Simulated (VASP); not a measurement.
A convergence study with VASP on SnSe$_{2}$ (1T layered): one setting is varied, all else stays as given below, so the limit is that of these other settings.

```
CELL_PARAMETERS angstrom
      1.90500    -3.29956     0.00000
      1.90500     3.29956     0.00000
      0.00000     0.00000     6.14000
ATOMIC_POSITIONS crystal
  Sn 0.00000 0.00000 0.00000
  Se 0.33333 0.66667 0.25000
  Se 0.66667 0.33333 0.75000
```

Level of theory: PBE GGA, VASP's PBE PAW potentials (set 64) (plane waves; VASP). The tightest run used: 550 eV cut-off, 16×16×8 Γ-centred mesh, Gaussian smearing of 0.050 eV, potentials Sn_d Se.

```tsv
setting	E (eV/atom)	pressure (GPa)	largest force (eV/Å)	irreducible k-points
1×1×1 mesh	1.0315	38.75	0.512	1
2×2×1 mesh	-3.3711	9.12	1.445	2
3×3×2 mesh	-3.7871	6.63	0.629	6
4×4×2 mesh	-3.8879	5.70	0.686	8
```

### Question
These are the cheaper rows. Estimate the results at 16×16×8 mesh, and how far the last row shown lies from them.

### Answer

```csv
quantity,tightest run,last row shown is off by
E (eV/atom),-3.9194,0.0314
pressure (GPa),5.36,0.34
largest force (eV/Å),0.734,-0.047
```

Left out are rungs that failed or repeat a setting and relaxations that didn't move; long series are thinned to 24 rows.

The compound is SnSe2 in the 1T layered structure. The cell was not relaxed at this level, forces remain on its atoms.
